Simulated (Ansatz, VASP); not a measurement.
CuW2: VASP beside Ansatz

INCAR

```
SYSTEM = CuW2
ALGO = Normal
EDIFF = 1E-6
EDIFFG = -0.04
ENCUT = 600
GGA = PE
IBRION = 2
ISIF = 3
ISMEAR = 0
LASPH = .True.
LCHARG = .False.
LREAL = .False.
LWAVE = .False.
NELM = 100
NSW = 90
PREC = Accurate
SIGMA = 0.1
```

File KPOINTS:

```
k-points
0
Gamma
  6 6 6
  0 0 0
```

POSCAR

```
CuW2
1.0
    4.6150460572      0.0000000000      0.0000000000
   -2.3075230286      3.9967471252      0.0000000000
    0.0000000000      0.0000000000      2.6763976573
Cu W
1 2
Direct
    0.0000000000      0.0000000000      0.5000000000
    0.6666666667      0.3333333333      0.5000000000
    0.3333333333      0.6666666667      0.5000000000
```

Input for Ansatz:

```yaml
crystal:
  lattice:
    - [4.6150460572, 0.0, 0.0]
    - [-2.3075230286, 3.9967471252, 0.0]
    - [0.0, 0.0, 2.6763976573]
  atoms:
    - { symbol: Cu, position: [0.0, 0.0, 0.5] }
    - { symbol: W, position: [0.6666666667, 0.3333333333, 0.5] }
    - { symbol: W, position: [0.3333333333, 0.6666666667, 0.5] }
basis:
  ecutwfc: 420
kpoints:
  mp_grid: { grid: [6, 6, 6] }
hamiltonian:
  xc: pbe
scf:
  occupations: { method: gaussian, width: 0.1 }
  lower_state_search: "off"
output:
  forces: true
  stress: true
  eigenvalues: true
relax:
  adjacent_minimum: "off"
  f_tol: 0.04
  max_steps: 70
  cell: { stress_tol: 0.4 }
```

Alike in both runs: task relaxation of cell and atoms; functional PBE; k mesh 6 × 6 × 6; occupations gaussian, width 0.1 eV; no spin polarisation.

```csv
,VASP,Ansatz
version,VASP 6.6.1,Ansatz 0.2.0
potentials or method,"VASP PAW PBE potentials, release 64 (Cu, W_sv)","scalar-relativistic, plane waves, PAW"
plane-wave cutoff (eV),600,420
valence electrons in the cell,39,47
```

```tsv
	VASP	Ansatz	Ansatz less VASP
gap on the k mesh at the Fermi level, each at its own relaxed structure (eV)	none	none	-
relaxed volume (Å³/atom)	16.17	16.14	-0.031
relaxed cell length with the largest relative difference (Å)	4.645	4.641	-0.0040
energy change over the relaxation (meV/atom)	-21	-22	-0.8
```

A gap of «none» marks a metal or a gap that the smearing closes. The two sets of potentials don't hold the same shells in valence.

Caveats: the k mesh is coarse (spacing up to 0.39 Å⁻¹), so the values aren't converged. Spin-orbit coupling is left out, which matters for the levels of W.
